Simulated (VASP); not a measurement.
Output of a VASP run:

OUTCAR:
```
 ion  position               nearest neighbor table
   1  0.667  0.333  0.750-   2 2.23   2 2.23   2 2.23   2 2.23   2 2.23   2 2.23
   2  0.333  0.667  0.250-   1 2.23   1 2.23   1 2.23   1 2.23   1 2.23   1 2.23
  LATTYP: Found a hexagonal cell.
 ALAT       =     2.2900000000
 C/A-ratio  =     1.5633187773
 Subroutine PRICEL returns:
 Original cell was already a primitive cell.
 Subroutine GETGRP returns: Found 24 space group operations
The static configuration has the point symmetry D_3d.
 The point group associated with its full space group is D_6h.
The dynamic configuration has the point symmetry D_3d.
 Subroutine INISYM returns: Found 24 space group operations
 Subroutine IBZKPT returns following result:
 Found    150 irreducible k-points:

 Following reciprocal coordinates:
            Coordinates               Weight
  0.000000  0.000000  0.000000      1.000000
  0.062500 -0.000000  0.000000      6.000000
  0.125000 -0.000000  0.000000      6.000000
  0.187500 -0.000000  0.000000      6.000000
  0.250000 -0.000000  0.000000      6.000000
  0.312500  0.000000  0.000000      6.000000
  0.375000 -0.000000  0.000000      6.000000
  0.437500 -0.000000  0.000000      6.000000
  0.500000 -0.000000  0.000000      3.000000
  0.062500  0.062500  0.000000      6.000000
  0.125000  0.062500  0.000000     12.000000
  0.187500  0.062500  0.000000     12.000000
  0.250000  0.062500  0.000000     12.000000
  0.312500  0.062500  0.000000     12.000000
  0.375000  0.062500  0.000000     12.000000
  0.437500  0.062500  0.000000     12.000000
  0.125000  0.125000  0.000000      6.000000
  0.187500  0.125000  0.000000     12.000000
  0.250000  0.125000  0.000000     12.000000
  0.312500  0.125000  0.000000     12.000000
  0.375000  0.125000  0.000000     12.000000
  0.437500  0.125000  0.000000      6.000000
  0.187500  0.187500  0.000000      6.000000
  0.250000  0.187500  0.000000     12.000000
  0.312500  0.187500  0.000000     12.000000
  0.375000  0.187500  0.000000     12.000000
  0.250000  0.250000  0.000000      6.000000
  0.312500  0.250000  0.000000     12.000000
  0.375000  0.250000  0.000000      6.000000
  0.312500  0.312500  0.000000      6.000000
  0.000000  0.000000  0.111111      2.000000
  0.062500 -0.000000  0.111111     12.000000
  0.125000 -0.000000  0.111111     12.000000
  0.187500 -0.000000  0.111111     12.000000
  0.250000 -0.000000  0.111111     12.000000
  0.312500  0.000000  0.111111     12.000000
  0.375000 -0.000000  0.111111     12.000000
  0.437500 -0.000000  0.111111     12.000000
  0.500000 -0.000000  0.111111      6.000000
  0.062500  0.062500  0.111111     12.000000
   k-points           NKPTS =    150   k-points in BZ     NKDIM =    150   number of bands    NBANDS=      6
   number of dos      NEDOS =    301   number of ions     NIONS =      2
   total plane-waves  NPLWV =   7168
   dimension x,y,z NGX =    16 NGY =   16 NGZ =   28
   dimension x,y,z NGXF=    32 NGYF=   32 NGZF=   56
   ions per type =               2
   PREC   = accura    normal or accurate (medium, high low for compatibility)
   ISTART =      0    job   : 0-new  1-cont  2-samecut
   ICHARG =      2    charge: 1-file 2-atom 10-const
   ISPIN  =      1    spin polarized calculation?
   LNONCOLLINEAR =      F non collinear calculations
   LSORBIT =      F    spin-orbit coupling
   INIWAV =      1    electr: 0-lowe 1-rand  2-diag
   ENCUT  =  480.0 eV  35.28 Ry    5.94 a.u.   4.09  4.09  6.40*2*pi/ulx,y,z
   NELM   =    100;   NELMIN=  2; NELMDL= -5     # of ELM steps
   EDIFF  = 0.1E-05   stopping-criterion for ELM
   LREAL  =      F    real-space projection
   NLSPLINE    = F    spline interpolate recip. space projectors
   LMAXMIX     =    2 max onsite mixed and CHGCAR
   VOSKOWN=      0    Vosko Wilk Nusair interpolation
   EDIFFG = -.1E-01   stopping-criterion for IOM
   NSW    =     60    number of steps for IOM
...
```

### OSZICAR
```
...
DAV:   3    -0.896078118481E+01   -0.34507E-01   -0.34507E-01  2376   0.471E+00
DAV:   4    -0.896083381178E+01   -0.52627E-04   -0.52627E-04  2646   0.139E-01
DAV:   5    -0.896083396349E+01   -0.15171E-06   -0.15118E-06  2394   0.256E-03    0.127E+00
DAV:   6    -0.868280013651E+01    0.27803E+00   -0.96068E-02  1944   0.293E+00    0.744E-01
DAV:   7    -0.866261874706E+01    0.20181E-01   -0.14557E-02  1968   0.125E+00    0.126E-01
DAV:   8    -0.868325519384E+01   -0.20636E-01   -0.81306E-03  2094   0.855E-01    0.125E-02
DAV:   9    -0.868200117955E+01    0.12540E-02   -0.23088E-04  2256   0.162E-01    0.118E-02
DAV:  10    -0.868164977021E+01    0.35141E-03   -0.28440E-05  2184   0.542E-02    0.649E-03
DAV:  11    -0.868161745255E+01    0.32318E-04   -0.84556E-06  2388   0.225E-02    0.190E-03
DAV:  12    -0.868161972967E+01   -0.22771E-05   -0.28399E-06  2058   0.193E-02    0.233E-04
DAV:  13    -0.868162088965E+01   -0.11600E-05   -0.11581E-08  1176   0.121E-03    0.839E-05
DAV:  14    -0.868162019777E+01    0.69188E-06   -0.11257E-08  1068   0.835E-04
   1 F= -.86816202E+01 E0= -.86815880E+01  d E =-.868162E+01
       N       E                     dE             d eps       ncg     rms          rms(c)
DAV:   1    -0.868578438579E+01   -0.41635E-02   -0.13091E-02  2232   0.136E+00    0.465E-02
DAV:   2    -0.868589874461E+01   -0.11436E-03   -0.18852E-04  2448   0.142E-01    0.323E-02
DAV:   3    -0.868583971974E+01    0.59025E-04   -0.97014E-05  1932   0.118E-01    0.115E-02
DAV:   4    -0.868589650646E+01   -0.56787E-04   -0.44738E-05  1926   0.636E-02    0.920E-04
DAV:   5    -0.868590691043E+01   -0.10404E-04   -0.47255E-07  2166   0.835E-03    0.456E-04
DAV:   6    -0.868589684901E+01    0.10061E-04   -0.18191E-07  1212   0.419E-03    0.118E-04
DAV:   7    -0.868589894854E+01   -0.20995E-05   -0.19890E-08  1014   0.123E-03    0.397E-05
DAV:   8    -0.868589858294E+01    0.36561E-06   -0.10199E-09   948   0.342E-04
   2 F= -.86858986E+01 E0= -.86858384E+01  d E =-.427839E-02
       N       E                     dE             d eps       ncg     rms          rms(c)
DAV:   1    -0.868598376809E+01   -0.84820E-04   -0.31266E-04  2262   0.211E-01    0.722E-03
DAV:   2    -0.868598779147E+01   -0.40234E-05   -0.45918E-06  2448   0.222E-02    0.502E-03
DAV:   3    -0.868599266498E+01   -0.48735E-05   -0.23772E-06  1914   0.187E-02    0.177E-03
DAV:   4    -0.868599027501E+01    0.23900E-05   -0.10820E-06  1674   0.990E-03    0.146E-04
DAV:   5    -0.868599195668E+01   -0.16817E-05   -0.12824E-08   978   0.137E-03    0.713E-05
DAV:   6    -0.868599066785E+01    0.12888E-05   -0.44218E-09   936   0.714E-04    0.198E-05
DAV:   7    -0.868599098491E+01   -0.31707E-06   -0.45247E-10   936   0.203E-04
   3 F= -.86859910E+01 E0= -.86859257E+01  d E =-.437079E-02
       N       E                     dE             d eps       ncg     rms          rms(c)
DAV:   1    -0.868599057542E+01    0.92421E-07   -0.69620E-06  2304   0.315E-02    0.108E-03
DAV:   2    -0.868599082761E+01   -0.25218E-06   -0.10004E-07  1044   0.332E-03
   4 F= -.86859908E+01 E0= -.86859248E+01  d E =-.437063E-02
       N       E                     dE             d eps       ncg     rms          rms(c)
DAV:   1    -0.868600176389E+01   -0.11188E-04   -0.10485E-04  2238   0.695E-02    0.326E-03
DAV:   2    -0.868600094406E+01    0.81983E-06   -0.43059E-07  2010   0.594E-03
   5 F= -.86860009E+01 E0= -.86859290E+01  d E =-.101165E-04
```

### OUTCAR
```
------------------------ aborting loop because EDIFF is reached ----------------------------------------
  FORCE on cell =-STRESS in cart. coord.  units (eV):
  Direction    XX          YY          ZZ          XY          YZ          ZX
  --------------------------------------------------------------------------------------
  Total        0.0038888      0.0038888      0.0037368      0.0000000     -0.0000000      0.0000000
  in kB        0.3934273      0.3934273      0.3780461      0.0000000     -0.0000000      0.0000000
  external PRESSURE =       0.3883002 kB  Pullay stress =       0.0000000 kB
  volume of cell :       15.84
      direct lattice vectors                 reciprocal lattice vectors
     2.265943831  0.000000000  0.000000000     0.441317206  0.254794630 -0.000000000
    -1.132971915  1.962364752  0.000000000     0.000000000  0.509589259 -0.000000000
     0.000000000  0.000000000  3.561486074     0.000000000 -0.000000000  0.280781668
 POSITION                                       TOTAL-FORCE (eV/Angst)
 -----------------------------------------------------------------------------------
      1.13297      0.65412      2.67111        -0.000000      0.000000      0.000000
     -0.00000      1.30824      0.89037         0.000000     -0.000000      0.000000
 -----------------------------------------------------------------------------------
    total drift:                                0.000003     -0.000001      0.000004
  FREE ENERGIE OF THE ION-ELECTRON SYSTEM (eV)
  ---------------------------------------------------
  free  energy   TOTEN  =        -8.6860009441 eV

  energy  without entropy=       -8.6857852081  energy(sigma->0) =       -8.68592903

 reached required accuracy - stopping structural energy minimisation
```
(Selected blocks of OUTCAR.)

POSCAR:
```
Be
1
    2.2900000000     0.0000000000     0.0000000000
   -1.1450000000     1.9831980000     0.0000000000
    0.0000000000     0.0000000000     3.5800000000
Be
2
Direct
  0.6666670000   0.3333330000   0.7500000000
  0.3333330000   0.6666670000   0.2500000000
```

Question: Reconstruct the remaining input files.

Answer: Several could match; the one computed here: the input of the run itself, r2SCAN meta-GGA, plane waves, VASP's PBE PAW potentials (set 64).

INCAR:
```
ALGO  =  Normal
EDIFF  =  1E-6
EDIFFG  =  -0.01
ENCUT  =  480
IBRION  =  2
ISIF  =  3
ISMEAR  =  1
LASPH  =  T
LCHARG  =  F
LMIXTAU  =  T
LREAL  =  F
LWAVE  =  F
METAGGA  =  R2SCAN
NELM  =  100
NSW  =  60
PREC  =  Accurate
SIGMA  =  0.1
SYSTEM  =  Be
```

File KPOINTS:
```
Automatic mesh
0
Gamma
16 16 9
0 0 0
```

POTCAR, in this order: Be (PBE.64 set). Program: vasp_std.

Energy and stress use the plane-wave basis of the starting cell.

The compound is Be in the hcp structure. This run relaxes it. Symmetry was kept, so distortions that lower it aren't found.
